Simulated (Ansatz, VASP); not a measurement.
**One calculation of NaLaMg6, two programs**

INCAR

```
SYSTEM = NaLaMg6
ALGO = Normal
EDIFF = 1E-7
ENCUT = 520
GGA = PE
ISIF = 2
ISMEAR = -1
LASPH = .True.
LCHARG = .False.
LREAL = .False.
LWAVE = .False.
NBANDS = 25
NELM = 100
PREC = Accurate
SIGMA = 0.05
```

Contents of KPOINTS:

```
k-points
0
Gamma
  5 5 5
  0 0 0
```

The input POSCAR:

```
NaLaMg6
1.0
    5.3191620000      0.0000000000      0.0000000000
    0.0000000000      3.3877445000      5.9220290000
    0.0000000000     -3.3877445000      5.9220290000
La Mg Na
1 6 1
Direct
    0.0051250000      0.8348670000      0.8405740000
    0.5038160000      0.1646860000      0.1608510000
    0.5031080000      0.1712390000      0.6563780000
    0.5026010000      0.6599820000      0.1783510000
    0.0136980000      0.3322850000      0.3389810000
    0.0113700000      0.3374690000      0.8374970000
   -0.0023270000      0.8341080000      0.3247380000
    0.5076840000      0.6633380000      0.6587770000
```

Contents of input.yaml:

```yaml
crystal:
  lattice:
    - [5.319162, 0.0, 0.0]
    - [0.0, 3.3877445, 5.922029]
    - [0.0, -3.3877445, 5.922029]
  atoms:
    - { symbol: La, position: [0.005125, 0.834867, 0.840574] }
    - { symbol: Mg, position: [0.503816, 0.164686, 0.160851] }
    - { symbol: Mg, position: [0.503108, 0.171239, 0.656378] }
    - { symbol: Mg, position: [0.502601, 0.659982, 0.178351] }
    - { symbol: Mg, position: [0.013698, 0.332285, 0.338981] }
    - { symbol: Mg, position: [0.01137, 0.337469, 0.837497] }
    - { symbol: Mg, position: [-0.002327, 0.834108, 0.324738] }
    - { symbol: Na, position: [0.507684, 0.663338, 0.658777] }
hamiltonian:
  xc: pbe
  pseudopotentials: { kind: paw }
kpoints:
  mp_grid: { grid: [5, 5, 5] }
scf:
  occupations: { method: fermi_dirac, width: 0.05 }
output:
  forces: true
  stress: true
  eigenvalues: true
```

Change from the starting cell: atoms moved at random, drawn with an rms of 0.05 Å.

Alike in both runs: task single point; functional PBE; k mesh 5 × 5 × 5; occupations fermi-dirac, width 0.05 eV; no spin polarisation.

|  | VASP | Ansatz |
| --- | --- | --- |
| version | VASP 6.6.1 | Ansatz 0.2.0 |
| potentials or method | VASP PAW PBE potentials, release 64 (La, Mg, Na_pv) | Ansatz PAW |
| plane-wave cutoff (eV) | 520 | 420 |
| valence electrons in the cell | 30 | 80 |

```tsv
	VASP	Ansatz	Ansatz less VASP
gap on the k mesh at the Fermi level (eV)	none	none	-
pressure (GPa)	0.1	0.1	+0.07
largest component of the traceless stress (GPa)	0.26	0.26	-0.001
rms of the force components (eV/Å)	0.092	0.092	-0.0001
```

Atom by atom the forces differ by 0.001 eV/Å (rms over components). A gap of «none» marks a metal or a gap that the smearing closes. The two sets of potentials don't hold the same shells in valence.

Spin-orbit coupling is left out, which matters for the levels of La.
